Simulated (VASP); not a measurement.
Input:

```
CELL_PARAMETERS angstrom
      3.18139     0.00000     0.00000
     -1.59070     2.75517     0.00000
      0.00000     0.00000    20.87589
ATOMIC_POSITIONS crystal
  Mo 0.33333 0.66667 0.15327
  Mo 0.66667 0.33333 0.44858
  Se 0.33333 0.66667 0.52922
  Se 0.33333 0.66667 0.36777
  S  0.66667 0.33333 0.07994
  S  0.66667 0.33333 0.22681
```

These are LDA (Ceperley-Alder, Perdew-Zunger), VASP's LDA PAW potentials (set 64) (plane waves; VASP) values and carry that method's errors. Numerical set-up: 400 eV cut-off, Gaussian smearing of 0.050 eV, potentials Mo_sv Se S.

The cell holds a wide vacuum, so values per volume refer to the whole cell.

Task: Predict the band gap (along the path) with the smallest direct gap where there is one.

Result: 
```
Item                                   Result
------------------------------------  -------
band gap (along the path)             0.89 eV
smallest direct gap (along the path)  1.00 eV
```

The absolute energy has meaning only against runs of the same code, potentials and settings.

The cell is a sheet with vacuum, built from a database entry that may be metastable or hypothetical.
